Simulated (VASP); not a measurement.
Here is the system:

```
CELL_PARAMETERS angstrom
      0.00000     2.29835     2.29835
      2.29835     0.00000     2.29835
      2.29835     2.29835     0.00000
ATOMIC_POSITIONS crystal
  Hf 0.00000 0.00000 0.00000
  N  0.50000 0.50000 0.50000
```

These are PBE GGA with D4 dispersion, VASP's PBE PAW potentials (set 64) (plane waves; VASP) values and carry that method's errors. Run with 520 eV cut-off, 14×14×14 Γ-centred mesh, first-order Methfessel-Paxton smearing of 0.10 eV, potentials Hf_pv N.

Give the stress tensor in GPa (positive for a compressed cell).

```
-14.30    0.00    0.00
  0.00  -14.30    0.00
  0.00    0.00  -14.30
```
The pressure is its mean diagonal, -14.30 GPa.

The compound is HfN in the rock salt structure. This cell is one point of a volume scan, at 1.06 of the reference volume. The electron count is odd and the run is not spin-polarised, which forces a metal.
